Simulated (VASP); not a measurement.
Given:

```
Fe
1.0
   -1.43500     1.43500     1.43500
    1.43500    -1.43500     1.43500
    1.43500     1.43500    -1.43500
Fe
1
Direct
  0.00000   0.00000   0.00000
```
Starting moments (μB, in the order of the record's atoms Fe): 2.5.

All values below come from vdW-DF-cx, VASP's PBE PAW potentials (set 64) (plane waves; VASP). Numerical set-up: 520 eV cut-off, 16×16×16 Γ-centred mesh, first-order Methfessel-Paxton smearing of 0.10 eV, potentials Fe.

Energy and stress use the plane-wave basis of the starting cell.

**Question.** The ions, cell shape and volume are relaxed. What does this cell relax into?

**Answer.** 
```
Fe
1.0
   -1.39585     1.39585     1.39585
    1.39585    -1.39585     1.39585
    1.39585     1.39585    -1.39585
Fe
1
Direct
  0.00000   0.00000   0.00000
```
Space group Im-3m (229), at a tolerance of 0.03 Å. The cell ends with 2.09 μB, on the sites 2.07 μB.

**Question.** How do energy and volume change from the first to the last step?

**Answer.** The energy (σ→0) changes by -43.4 meV/atom and the volume by -8.0 %, in 4 ionic steps.

```
step  E(σ→0) (eV)  max force (eV/Å)  pressure (GPa)  volume (Å³)
----  -----------  ----------------  --------------  -----------
1         -6.0731             0.000          -13.86        11.82
2         -6.0795             0.000           17.55        10.16
3         -6.1164             0.000           -0.42        10.90
4         -6.1164             0.000           -0.04        10.88
```

The compound is Fe in the bcc structure. This run relaxes it. Symmetry was kept, so distortions that lower it aren't found.
